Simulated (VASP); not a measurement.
```xyz
3
Lattice="0.0000 3.2913 3.2913 3.2913 0.0000 3.2913 3.2913 3.2913 0.0000" Properties=species:S:1:pos:R:3 pbc="T T T"
Na     1.6456     1.6456     1.6456
Na     4.9369     4.9369     4.9369
S      0.0000     0.0000     0.0000
```

Computed with TPSS meta-GGA, VASP's PBE PAW potentials (set 64) (plane waves; VASP 6.6.1). Numerical set-up: 520 eV cut-off, 7×7×7 Γ-centred mesh, tetrahedra with Blöchl corrections, potentials Na_pv S.

### Question
Tabulate the total density of states (states/eV per cell) against energy (eV; zero at the valence-band maximum or, without a gap, the Fermi level).

### Answer

(E (eV), DOS (states/eV)): (-9.98, 1.30); (-9.74, 0.00); (-9.62, 0.00); (-9.38, 0.00); (-9.14, 0.00); (-9.02, 0.00); (-8.78, 0.00); (-8.54, 0.00); (-8.30, 0.00); (-8.18, 0.00); (-7.94, 0.00); (-7.70, 0.00); (-7.58, 0.00); (-7.34, 0.00); (-7.10, 0.00); (-6.98, 0.00); (-6.74, 0.00); (-6.50, 0.00); (-6.26, 0.00); (-6.14, 0.00); (-5.90, 0.00); (-5.66, 0.00); (-5.54, 0.00); (-5.30, 0.00); (-5.06, 0.00); (-4.94, 0.00); (-4.70, 0.00); (-4.46, 0.00); (-4.34, 0.00); (-4.10, 0.00); (-3.86, 0.00); (-3.62, 0.00); (-3.50, 0.00); (-3.26, 0.00); (-3.02, 0.00); (-2.90, 0.00); (-2.66, 0.00); (-2.42, 0.00); (-2.30, 0.00); (-2.06, 0.00); (-1.82, 0.00); (-1.58, 0.15); (-1.46, 1.40); (-1.22, 6.29); (-0.98, 1.07); (-0.86, 1.87); (-0.62, 3.20); (-0.38, 6.98); (-0.26, 7.68); (-0.02, 1.36); (0.22, 0.00); (0.46, 0.00); (0.58, 0.00); (0.82, 0.00); (1.06, 0.00); (1.18, 0.00); (1.42, 0.00); (1.66, 0.00); (1.78, 0.00); (2.02, 0.00); (2.26, 0.00); (2.38, 0.00); (2.62, 0.00); (2.86, 0.01); (3.10, 0.06); (3.22, 0.09); (3.46, 0.13); (3.70, 0.19); (3.82, 0.22); (4.06, 0.41); (4.30, 1.03); (4.42, 1.28); (4.66, 1.36); (4.90, 1.86); (5.14, 1.78); (5.26, 1.39); (5.50, 0.07); (5.74, 0.00); (5.86, 0.06); (6.10, 0.95)
Within 2 eV below the valence-band maximum the largest weight inside VASP's projection spheres is S p.

The compound is Na2S in the antifluorite structure. It was relaxed first.
